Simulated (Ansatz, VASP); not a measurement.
# C (twisted graphene bilayer, 32.20 deg) in two plane-wave programs

Aim: how closely do two programs agree when they are given the same cell, functional and k mesh? The cell is taken from a series of runs on this material, whose earlier steps may have relaxed, scaled, displaced or heated it; both programs get it as it stands.

Calculated with Ansatz 0.2.0; plane waves, with VASP 6.6.1 beside it; PBE with D3(BJ).

**1. The starting structure**

The cell holds 156 atoms: 156 C. Cell: a = 15.363 Å, b = 15.363 Å, c = 15.530 Å, α = 90.0°, β = 90.0°, γ = 120.0°. It derives from C (graphene). As first built, before any earlier steps moved the atoms or strained the cell (in the runner's words): graphene (a = 2.46 A) under graphene (a = 2.46 A), bilayer, commensurate cell of 39 unit cells a layer, twist 32.20 deg; facing atoms 3.53 A apart;; minimised with a classical potential. Vacuum lies along c.

**2. Ansatz: single point, PBE with D3(BJ)**

Ansatz runs on its default PAW (the set named soft_2) files.

A single point takes one fixed geometry, so differences don't come from the geometry; what else differs is listed under the comparison.

input.yaml reads:

```yaml
crystal:
  lattice:
    - [15.3627, 0.0, 0.0]
    - [-7.68135, 13.30449, 0.0]
    - [0.0, 0.0, 15.53]
  atoms:
    - { symbol: C, position: [0.10256, 0.69231, 0.39053] }
    - { symbol: C, position: [0.12821, 0.61538, 0.39056] }
    - { symbol: C, position: [0.15385, 0.8718, 0.39053] }
    - { symbol: C, position: [0.17949, 0.79487, 0.39053] }
    - { symbol: C, position: [0.20513, 0.05128, 0.39056] }
    - { symbol: C, position: [0.23077, 0.97436, 0.39053] }
    - { symbol: C, position: [0.07692, 0.10256, 0.39053] }
    - { symbol: C, position: [0.10256, 0.02564, 0.39053] }
    - { symbol: C, position: [0.1282, 0.28205, 0.39053] }
    - { symbol: C, position: [0.15385, 0.20513, 0.39056] }
    - { symbol: C, position: [0.17949, 0.46154, 0.39056] }
    - { symbol: C, position: [0.20513, 0.38461, 0.39053] }
    - { symbol: C, position: [0.23077, 0.64102, 0.39053] }
    - { symbol: C, position: [0.25641, 0.5641, 0.39053] }
    - { symbol: C, position: [0.28205, 0.82051, 0.39056] }
    - { symbol: C, position: [0.30769, 0.74359, 0.39053] }
    - { symbol: C, position: [0.33333, 0.0, 0.39051] }
    - { symbol: C, position: [0.35898, 0.92308, 0.39053] }
    - { symbol: C, position: [0.25641, 0.23077, 0.39053] }
    - { symbol: C, position: [0.28205, 0.15385, 0.39053] }
    - { symbol: C, position: [0.30769, 0.41025, 0.39053] }
    - { symbol: C, position: [0.33333, 0.33333, 0.39051] }
    - { symbol: C, position: [0.35898, 0.58974, 0.39053] }
    - { symbol: C, position: [0.38462, 0.51282, 0.39056] }
    - { symbol: C, position: [0.41026, 0.76923, 0.39053] }
    - { symbol: C, position: [0.4359, 0.69231, 0.39053] }
    - { symbol: C, position: [0.46154, 0.94872, 0.39053] }
    - { symbol: C, position: [0.48718, 0.87179, 0.39056] }
    - { symbol: C, position: [0.38461, 0.17949, 0.39053] }
    - { symbol: C, position: [0.41025, 0.10256, 0.39053] }
[... 120 atom lines left out ...]
    - { symbol: C, position: [0.1282, 0.84615, 0.60947] }
    - { symbol: C, position: [0.15385, 0.94872, 0.60944] }
    - { symbol: C, position: [0.0, 0.66667, 0.60949] }
    - { symbol: C, position: [0.02564, 0.76923, 0.60947] }
    - { symbol: C, position: [0.94872, 0.79487, 0.60944] }
    - { symbol: C, position: [0.97436, 0.89744, 0.60947] }
kpoints:
  mp_grid: { grid: [1, 1, 1] }
hamiltonian:
  xc: pbe
  dispersion: d3bj
scf:
  occupations: { method: gaussian, width: 0.05 }
output:
  forces: true
  populations: intrinsic
  dos:
    method: { smearing: { sigma: 0.1 } }
    de: 0.1
    projected:
      site_lists:
        C: [C]
        layer_1: [0, 1, 2, 3, 4, 5, 6, 7, 8, 9, 10, 11, 12, 13, 14, 15, 16, 17, 18, 19, 20, 21, 22, 23, 24, 25, 26, 27, 28, 29, 30, 31, 32, 33, 34, 35, 36, 37, 38, 39, 40, 41, 42, 43, 44, 45, 46, 47, 48, 49, 50, 51, 52, 53, 54, 55, 56, 57, 58, 59, 60, 61, 62, 63, 64, 65, 66, 67, 68, 69, 70, 71, 72, 73, 74, 75, 76, 77]
        layer_2: [78, 79, 80, 81, 82, 83, 84, 85, 86, 87, 88, 89, 90, 91, 92, 93, 94, 95, 96, 97, 98, 99, 100, 101, 102, 103, 104, 105, 106, 107, 108, 109, 110, 111, 112, 113, 114, 115, 116, 117, 118, 119, 120, 121, 122, 123, 124, 125, 126, 127, 128, 129, 130, 131, 132, 133, 134, 135, 136, 137, 138, 139, 140, 141, 142, 143, 144, 145, 146, 147, 148, 149, 150, 151, 152, 153, 154, 155]
  eigenvalues: true
  write_density: true
  write_potential: true
  volumetric_format: npy
```

On the command line:

```console
$ ansatz run input.yaml --threads 8 --pin off --max-ram 15872MiB --backend cpu --events-out ev --progress --plain --runs-dir out
```

The program printed:

```text
Warning: the atoms were moved onto the symmetric positions of the space group found under crystal.symmetry.tolerance 1.0e-5 (fractional; no operation is sought that the atoms, as they stand in a round, miss by more than twice it, and no atom is moved by as much as it), and the run uses the moved positions. Before a round's move an operation carried an atom to 1.77e-4 Å from where it should land, the largest such dist [...]
[...]
atom 147  C     -0.00116561     0.01219313     0.01078631
  atom 148  C     -0.00494105    -0.01027289     0.01072540
  atom 149  C      0.00494105     0.01027289     0.01072540
  atom 150  C      0.00116561    -0.01219313     0.01078631
  atom 151  C     -0.00997676    -0.00710601     0.01078631
  atom 152  C     -0.01764414     0.00409308     0.00913540
  atom 153  C     -0.00000000     0.00000000     0.01622189
  atom 154  C      0.01136711     0.00085737     0.01072540
  atom 155  C     -0.00527736     0.01732681     0.00913540
  atom 156  C      0.00390922    -0.01757456     0.01201890
  max |Σ_I F_I| component: 1.73e-16 eV/Å
--- Band table (eV) ---
  k-point 0: bands = ["-19.0085", "-18.8728", "-18.3997", "-18.3997", "-18.3996", "-18.3996", "-18.3996", "-18.3996", "-18.2691", "-18.2691", "-18.2690", "-18.2690", "-18.2690", "-18.2690", "-17.1961", "-17.1961", "-17.1957", "-17.1949", "-17.1949", "-17.1944", "-17.0753", "-17.0753", "-17.0745", "-17.0743", "-17.0743", "-17.0734", "-16.6026", "-16.6026", "-16.6006", "-16.6006", "-16.6006", "-16.6006", "-16.4862", "- [...]
--- intrinsic populations: 156 sites ---
  site symbol       q [e]
     0      C      4.0001
     1      C      4.0001
     2      C      3.9997
     3      C      3.9997
     4      C      4.0001
     5      C      4.0001
     6      C      4.0000
     7      C      4.0000
     8      C      3.9997
     9      C      4.0001
    10      C      4.0001
    11      C      3.9997
    12      C      4.0000
    13      C      4.0000
    14      C      4.0001
    15      C      4.0000
    16      C      4.0003
    17      C      4.0001
    18      C      4.0001
    19      C      3.9997
    20      C      4.0001
    21      C      4.0003
    22      C      4.0000
    23      C      4.0001
[...]
148      C      4.0001
   149      C      3.9997
   150      C      3.9997
   151      C      4.0001
   152      C      4.0003
   153      C      4.0001
   154      C      4.0001
   155      C      4.0000
  spilling = -0.000000 (of n_electrons = 624.000000)
```

**3. VASP: single point, PBE with D3(BJ)**

The same cell, functional, mesh and smearing now go to VASP, with its own data sets.

Lines of VASP's logs that name or quote its potential files are left out, and so is its time.

INCAR reads:

```
SYSTEM = C
PREC = Accurate
ENCUT = 520
EDIFF = 1E-06
NELM = 120
ISMEAR = 0
SIGMA = 0.05
LREAL = Auto
ALGO = Normal
GGA = PE
IVDW = 12
NBANDS = 421
LORBIT = 11
LWAVE = .FALSE.
LCHARG = .FALSE.
ISIF = 2
LASPH = .TRUE.
GGA_COMPAT = .FALSE.
```

POSCAR reads:

```
C
1.0
   15.3627000000      0.0000000000      0.0000000000
   -7.6813500000     13.3044900000      0.0000000000
    0.0000000000      0.0000000000     15.5300000000
C
156
Direct
    0.1025600000      0.6923100000      0.3905300000
    0.1282100000      0.6153800000      0.3905600000
    0.1538500000      0.8718000000      0.3905300000
    0.1794900000      0.7948700000      0.3905300000
    0.2051300000      0.0512800000      0.3905600000
    0.2307700000      0.9743600000      0.3905300000
    0.0769200000      0.1025600000      0.3905300000
    0.1025600000      0.0256400000      0.3905300000
    0.1282000000      0.2820500000      0.3905300000
    0.1538500000      0.2051300000      0.3905600000
    0.1794900000      0.4615400000      0.3905600000
    0.2051300000      0.3846100000      0.3905300000
    0.2307700000      0.6410200000      0.3905300000
    0.2564100000      0.5641000000      0.3905300000
    0.2820500000      0.8205100000      0.3905600000
    0.3076900000      0.7435900000      0.3905300000
    0.3333300000      0.0000000000      0.3905100000
    0.3589800000      0.9230800000      0.3905300000
    0.2564100000      0.2307700000      0.3905300000
    0.2820500000      0.1538500000      0.3905300000
    0.3076900000      0.4102500000      0.3905300000
    0.3333300000      0.3333300000      0.3905100000
    0.3589800000      0.5897400000      0.3905300000
    0.3846200000      0.5128200000      0.3905600000
    0.4102600000      0.7692300000      0.3905300000
    0.4359000000      0.6923100000      0.3905300000
    0.4615400000      0.9487200000      0.3905300000
    0.4871800000      0.8717900000      0.3905600000
    0.3846100000      0.1794900000      0.3905300000
    0.4102500000      0.1025600000      0.3905300000
[... 120 atom lines left out ...]
    0.1282000000      0.8461500000      0.6094700000
    0.1538500000      0.9487200000      0.6094400000
    0.0000000000      0.6666700000      0.6094900000
    0.0256400000      0.7692300000      0.6094700000
    0.9487200000      0.7948700000      0.6094400000
    0.9743600000      0.8974400000      0.6094700000
```

KPOINTS reads:

```
Automatic mesh
0
Gamma
1 1 1
0 0 0
```

The projector-augmented-wave data sets are C (PBE family, release 64).

On the command line:

```console
$ export OMP_NUM_THREADS=3
$ mpirun -np 1 vasp_gam
```

The program printed:

```text
[banner, memory and clock lines left out]
running    1 mpi-ranks, on    1 nodes
[...]
Offloading initialized ...    1 GPUs detected
[...]
LDA part: xc-table for (Slater+PW92), standard interpolation
 POSCAR, INCAR and KPOINTS ok, starting setup
[...]
entering main loop
       N       E                     dE             d eps       ncg     rms          rms(c)
DAV:   1     0.667615444494E+04    0.66762E+04   -0.30564E+05   866   0.133E+03
DAV:   2    -0.558578306972E+03   -0.72347E+04   -0.69018E+04  1260   0.326E+02
DAV:   3    -0.149675647517E+04   -0.93818E+03   -0.92920E+03  1020   0.125E+02
DAV:   4    -0.153120754848E+04   -0.34451E+02   -0.34304E+02  1076   0.275E+01
[...]
DAV:  21    -0.143424481599E+04   -0.16316E-04   -0.61536E-07   596   0.680E-04    0.460E-04
DAV:  22    -0.143424481714E+04   -0.11459E-05   -0.69064E-08   620   0.299E-04    0.859E-05
DAV:  23    -0.143424481759E+04   -0.45038E-06   -0.26788E-08   532   0.188E-04
   1 F= -.14528146E+04 E0= -.14527017E+04  d E =-.225672E+00
```

From OUTCAR (step 3):

```text
  FREE ENERGIE OF THE ION-ELECTRON SYSTEM (eV)
  ---------------------------------------------------
  free  energy   TOTEN  =     -1452.8145661485 eV

  energy  without entropy=    -1452.5888938858  energy(sigma->0) =    -1452.70173002
```

**4. Comparison**

Known differences besides the potentials themselves: Ansatz takes its cutoff from its data sets, VASP runs at 520 eV. Total energies have different zeros and are not compared.

The largest component of a force difference here is 17 meV/Å. Where the cell holds vacuum, a pressure given here is an average over it and none of the material.

**5. Summary of results**

```yaml
r_m_s_force_difference_single_point_pbe_with_d3_bj: 6.1 meV/Å
```

In words: The r.m.s. force difference is 6.1 meV/Å (single point, PBE with D3(BJ)), within the 12 meV/Å picked in this series as the mark of a large difference. Such differences can come from data sets, numerical settings and the points named under the comparisons, not from the functional's error against experiment.

[Lines on the potential files, build, host, timing and source positions are cut from VASP's logs without a mark.]

[Logs are printed without paths, hosts, clocks, repeated set-up lines and the standing remarks that a program may print on its own settings, such as how far it seeks lower states.]

[Hosts, paths, dates, database ids (printed as entryN), source tags and the programs' standing remarks are cut or masked in the printed files.]
